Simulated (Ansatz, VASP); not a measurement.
# Cross-check of GaN between VASP and Ansatz

Aim: how closely do two programs agree when they are given the same cell, functional and k mesh? The cell is taken from a series of runs on this material, whose earlier steps may have relaxed, scaled, displaced or heated it; both programs get it as it stands.

Main program and level: Ansatz 0.2.0; plane waves, with VASP 6.6.1 beside it; relaxation of cell and atoms at LDA.

### 1. Set-up

Symmetry: P6_3mc, No. 186, hexagonal system. The conventional cell has a = 3.152 Å, b = 3.152 Å, c = 5.138 Å, α = 90.00°, β = 90.00°, γ = 120.00°. Nearest to Ga lie 4 N at 1.93 Å. N has 4 Ga at 1.93 Å nearest. Farther neighbours and most contacts between anions are not listed.

As a file:

```xyz
4
Lattice="3.1518 0.0000 0.0000 -1.5759 2.7295 0.0000 0.0000 0.0000 5.1384" Properties=species:S:1:pos:R:3 pbc="T T T"
Ga    0.0000    1.8197    5.1348
Ga    1.5759    0.9098    2.5656
N     0.0000    1.8197    1.9305
N     1.5759    0.9098    4.4997
```

### 2. VASP: relaxation of cell and atoms, LDA

The relaxed volume is the usual yardstick between codes: in a stiff, nearly cubic crystal its relative difference is about their pressure difference at one cell divided by the bulk modulus.

Lines of VASP's logs that name or quote its potential files are left out, and so is its time.

INCAR reads:

```
SYSTEM = GaN
PREC = Accurate
ENCUT = 600
EDIFF = 1E-07
NELM = 120
ISMEAR = 0
SIGMA = 0.01
LREAL = .FALSE.
ALGO = Normal
GGA = PW92
NBANDS = 24
LORBIT = 11
LWAVE = .FALSE.
LCHARG = .FALSE.
ISIF = 3
IBRION = 2
NSW = 80
EDIFFG = -0.005
LASPH = .TRUE.
GGA_COMPAT = .FALSE.
NELMIN = 4
EFERMI = MIDGAP
```

POSCAR reads:

```
GaN
1.0
    3.1518080000      0.0000000000      0.0000000000
   -1.5759040000      2.7295460000      0.0000000000
    0.0000000000      0.0000000000      5.1384150000
Ga N
2 2
Direct
    0.3333331500      0.6666666666      0.9992966217
    0.6666664834      0.3333333332      0.4992966217
    0.3333331500      0.6666666666      0.3757033541
    0.6666664834      0.3333333332      0.8757033540
```

KPOINTS reads:

```
Automatic mesh
0
Gamma
12 12 6
0 0 0
```

Potentials, in the order of the species: Ga_d and N (LDA family, release 64).

Run with:

```bash
$ mpirun -np 1 vasp_std
```

Numbers of over 12 decimals in the logs are rounded to 6 here.

The program printed:

```text
[banner, memory and clock lines left out]
running    1 mpi-ranks, on    1 nodes
 distrk:  each k-point on    1 cores,    1 groups
 distr:  one band on    1 cores,    1 groups

 POSCAR found type information on POSCAR GaN
 POSCAR found :  2 types and       4 ions
|                                                                             |
|               ----> ADVICE to this user running VASP <----                  |
|                                                                             |
|     You enforced a specific xc type in the INCAR file but a different       |
|     [... a line on the potential file left out ...]
|     I HOPE YOU KNOW WHAT YOU ARE DOING!                                     |
|                                                                             |

 LDA part: xc-table for (Slater(with rela. corr.)+PW92), standard interpolation
 POSCAR, INCAR and KPOINTS ok, starting setup
 FFT: planning ... GRIDC
 FFT: planning ... GRID_SOFT
 FFT: planning ... GRID
 WAVECAR not read
 entering main loop
       N       E                     dE             d eps       ncg     rms          rms(c)
DAV:   1     0.288522768636E+03    0.28852E+03   -0.19590E+04  3920   0.306E+03
DAV:   2     0.419668533817E+01   -0.28433E+03   -0.27178E+03  3984   0.555E+02
DAV:   3    -0.310825080981E+02   -0.35279E+02   -0.34975E+02  4376   0.151E+02
DAV:   4    -0.320974704134E+02   -0.10150E+01   -0.10130E+01  4520   0.286E+01
DAV:   5    -0.321181070850E+02   -0.20637E-01   -0.20632E-01  4368   0.368E+00    0.108E+01
DAV:   6    -0.279475247384E+02    0.41706E+01   -0.12879E+01  6272   0.554E+01    0.312E+00
DAV:   7    -0.279874198760E+02   -0.39895E-01   -0.14158E+00  3968   0.912E+00    0.258E+00
DAV:   8    -0.279490895989E+02    0.38330E-01   -0.27994E-01  6184   0.634E+00    0.109E+00
DAV:   9    -0.279261200835E+02    0.22970E-01   -0.86390E-02  6152   0.475E+00    0.316E-01
DAV:  10    -0.279269281692E+02   -0.80809E-03   -0.54494E-03  4088   0.615E-01    0.124E-01
DAV:  11    -0.279266600918E+02    0.26808E-03   -0.14016E-03  5808   0.684E-01    0.394E-02
DAV:  12    -0.279266745877E+02   -0.14496E-04   -0.14819E-04  3936   0.814E-02    0.477E-02
DAV:  13    -0.279267015636E+02   -0.26976E-04   -0.27072E-05  6216   0.472E-02    0.813E-02
DAV:  14    -0.279267848681E+02   -0.83305E-04   -0.88275E-05  5904   0.815E-02    0.147E-01
DAV:  15    -0.279269016670E+02   -0.11680E-03   -0.81132E-05  6280   0.900E-02    0.205E-01
DAV:  16    -0.279267813603E+02    0.12031E-03   -0.72353E-05  6072   0.972E-02    0.150E-01
DAV:  17    -0.279266774106E+02    0.10395E-03   -0.17991E-04  6280   0.137E-01    0.592E-02
DAV:  18    -0.279266610589E+02    0.16352E-04   -0.81602E-05  5904   0.787E-02    0.361E-03
DAV:  19    -0.279266611999E+02   -0.14099E-06   -0.42541E-06  4272   0.144E-02    0.857E-04
DAV:  20    -0.279266612226E+02   -0.22673E-07   -0.21204E-07  3464   0.379E-03
   1 F= -.27926661E+02 E0= -.27926661E+02  d E =-.279267E+02
 curvature:   0.00 expect dE= 0.000E+00 dE for cont linesearch  0.000E+00
 trial: gam= 0.00000 g(F)=  0.227E-06 g(S)=  0.175E-02 ort = 0.000E+00 (trialstep = 0.100E+01)
 search vector abs. value=  0.175E-02
 bond charge predicted
       N       E                     dE             d eps       ncg     rms          rms(c)
DAV:   1    -0.279445601471E+02   -0.17899E-01   -0.25709E-01  4320   0.114E+01    0.812E-01
DAV:   2    -0.279309613802E+02    0.13599E-01   -0.31385E-02  4800   0.449E+00    0.388E-01
DAV:   3    -0.279270198652E+02    0.39415E-02   -0.72034E-03  5584   0.193E+00    0.812E-02
DAV:   4    -0.279268618840E+02    0.15798E-03   -0.87196E-04  3672   0.259E-01    0.653E-02
DAV:   5    -0.279267007514E+02    0.16113E-03   -0.10106E-04  4952   0.874E-02    0.356E-02
DAV:   6    -0.279266186860E+02    0.82065E-04   -0.69468E-05  5624   0.927E-02    0.114E-03
DAV:   7    -0.279266187646E+02   -0.78581E-07   -0.21509E-06  3784   0.116E-02    0.178E-03
DAV:   8    -0.279266187244E+02    0.40168E-07   -0.11047E-07  2528   0.538E-03
   2 F= -.27926619E+02 E0= -.27926619E+02  d E =0.424982E-04
 trial-energy change:    0.000042  1 .order    0.000033   -0.001748    0.001814
 step:   0.4867(harm=  0.4907)  dis= 0.00003  next Energy=   -27.927085 (dE=-0.424E-03)
 bond charge predicted
       N       E                     dE             d eps       ncg     rms          rms(c)
DAV:   1    -0.279318393505E+02   -0.52206E-02   -0.67263E-02  4328   0.578E+00    0.419E-01
DAV:   2    -0.279282180762E+02    0.36213E-02   -0.83966E-03  4816   0.233E+00    0.199E-01
DAV:   3    -0.279271884021E+02    0.10297E-02   -0.18338E-03  5640   0.958E-01    0.424E-02
DAV:   4    -0.279271452576E+02    0.43145E-04   -0.21317E-04  3664   0.129E-01    0.333E-02
DAV:   5    -0.279270982197E+02    0.47038E-04   -0.31872E-05  4864   0.491E-02    0.161E-02
DAV:   6    -0.279270807932E+02    0.17427E-04   -0.15034E-05  5584   0.424E-02    0.838E-04
DAV:   7    -0.279270807984E+02   -0.51732E-08   -0.42944E-07  3776   0.543E-03
   3 F= -.27927081E+02 E0= -.27927081E+02  d E =-.419576E-03
 curvature:  -0.25 expect dE=-0.728E-06 dE for cont linesearch -0.700E-06
 trial: gam=-0.03871 g(F)=  0.888E-07 g(S)=  0.288E-05 ort = 0.706E-04 (trialstep = 0.897E+00)
 search vector abs. value=  0.119E-06
 reached required accuracy - stopping structural energy minimisation
```

From OUTCAR (step 2):

```text
ion  position               nearest neighbor table
   1  0.333  0.667  0.999-   4 1.93   4 1.93   4 1.93   3 1.93
   2  0.667  0.333  0.499-   3 1.93   3 1.93   3 1.93   4 1.93
   3  0.333  0.667  0.376-   2 1.93   2 1.93   2 1.93   1 1.93
   4  0.667  0.333  0.876-   1 1.93   1 1.93   1 1.93   2 1.93

  LATTYP: Found a hexagonal cell.
 ALAT       =     3.1518080000
 C/A-ratio  =     1.6303071126

 Subroutine GETGRP returns: Found 12 space group operations
 (whereof  6 operations were pure point group operations)

The static configuration has the point symmetry C_3v.
 The point group associated with its full space group is C_6v.

 Found     76 irreducible k-points:

   k-points           NKPTS =     76   k-points in BZ     NKDIM =     76   number of bands    NBANDS=     24

   dimension x,y,z NGX =    28 NGY =   28 NGZ =   42
   dimension x,y,z NGXF=    56 NGYF=   56 NGZF=   84

   ENCUT  =  600.0 eV  44.10 Ry    6.64 a.u.   6.29  6.29 10.26*2*pi/ulx,y,z

   NELECT =      36.0000    total number of electrons

 k-points in reciprocal lattice and weights: Automatic mesh
   0.00000000  0.00000000  0.00000000       0.001
   0.08333333 -0.00000000  0.00000000       0.007
   0.16666667 -0.00000000  0.00000000       0.007
   0.25000000  0.00000000  0.00000000       0.007
   0.33333333  0.00000000  0.00000000       0.007
   0.41666667 -0.00000000  0.00000000       0.007
   0.50000000  0.00000000  0.00000000       0.003
   0.08333333  0.08333333  0.00000000       0.007
   0.16666667  0.08333333  0.00000000       0.014
[...]
0.33333333  0.25000000  0.50000000       0.014
   0.33333333  0.33333333  0.50000000       0.002

 average (electrostatic) potential at core
       1 -64.4116       2 -64.4116       3 -61.6616       4 -61.6616

 E-fermi :   6.4564

 k-point     1 :       0.0000    0.0000    0.0000
  band No.  band energies     occupation
    ...
     14       4.3166      2.00000
     15       4.3166      2.00000
     16       5.3424      2.00000
     17       5.3956      2.00000
     18       5.3956      2.00000
     19       7.5172      0.00000
     20       9.7560      0.00000
     21      14.5924      0.00000
     22      15.2794      0.00000
     23      15.2794      0.00000
    ...

 k-point     2 :       0.0833   -0.0000    0.0000
  band No.  band energies     occupation
    ...
     14       3.7866      2.00000
     15       4.1634      2.00000
     16       4.7902      2.00000
     17       5.2716      2.00000
     18       5.3304      2.00000
     19       8.0612      0.00000
     20      10.1951      0.00000
     21      14.3941      0.00000
     22      14.7793      0.00000
     23      15.4679      0.00000
    ...

 k-point     3 :       0.1667   -0.0000    0.0000
  band No.  band energies     occupation
    ...
     14       2.5825      2.00000
     15       3.6862      2.00000
     16       3.7821      2.00000
     17       5.0446      2.00000
     18       5.1413      2.00000
     19       8.9768      0.00000
     20      11.0288      0.00000
     21      13.5155      0.00000
     22      14.3052      0.00000
     23      15.8415      0.00000
    ...

  Total        0.0085366      0.0085366      0.0096416      0.0000000      0.0000000      0.0000000
  in kB        0.3082041      0.3082041      0.3480983      0.0000000      0.0000000      0.0000000
  external PRESSURE =       0.3215021 kB  Pullay stress =       0.0000000 kB

  energy-cutoff  :      600.00
  volume of cell :       44.38
      direct lattice vectors                 reciprocal lattice vectors
     3.155899722  0.000000000  0.000000000     0.316866849  0.182943147 -0.000000000
    -1.577949861  2.733089536 -0.000000000     0.000000000  0.365886293  0.000000000
     0.000000000  0.000000000  5.144960681    -0.000000000 -0.000000000  0.194364945

 POSITION                                       TOTAL-FORCE (eV/Angst)
 -----------------------------------------------------------------------------------
     -0.00000      1.82206      5.14137        -0.000000      0.000000     -0.000678
      1.57795      0.91103      2.56889        -0.000000      0.000000     -0.000678
     -0.00000      1.82206      1.93295        -0.000000      0.000000      0.000678
      1.57795      0.91103      4.50543         0.000000      0.000000      0.000678
 -----------------------------------------------------------------------------------
    total drift:                                0.000893     -0.000026     -0.000135

  FREE ENERGIE OF THE ION-ELECTRON SYSTEM (eV)
  ---------------------------------------------------
  free  energy   TOTEN  =       -27.9270807984 eV

  energy  without entropy=      -27.9270807984  energy(sigma->0) =      -27.92708080

 reached required accuracy - stopping structural energy minimisation

 total charge
# of ion       s       p       d       tot
------------------------------------------
    1        0.802   0.944  10.196  11.942
    2        0.802   0.944  10.196  11.942
    3        1.206   2.511   0.000   3.717
    4        1.206   2.511   0.000   3.717
--------------------------------------------------
tot          4.016   6.910  20.392  31.319

[... 3 further parts left out ...]
```

CONTCAR:

```
GaN
   1.00000000000000
     3.1558997219774807    0.0000000000000000    0.0000000000000000
    -1.5779498609887403    2.7330895359728085   -0.0000000000000000
     0.0000000000000000    0.0000000000000000    5.1449606808754424
  Ga              N
     2     2
Direct
     0.3333331500000014    0.6666666666000012    0.9993015875732376
     0.6666664834000002    0.3333333332000024    0.4993015875732377
     0.3333331500000014    0.6666666666000012    0.3756983882267568
     0.6666664834000002    0.3333333332000024    0.8756983881267622
```

The run keeps the 12 symmetry operations of its start, so it cannot find a distortion of lower symmetry.

(Continued in part 2 of 2.)

[Lines on the potential files, build, host, timing and source positions are cut from VASP's logs without a mark.]

[Logs are printed without paths, hosts, clocks, repeated set-up lines and the standing remarks that a program may print on its own settings, such as how far it seeks lower states.]

[Hosts, paths, dates, database ids (printed as entryN), source tags and the programs' standing remarks are cut or masked in the printed files.]
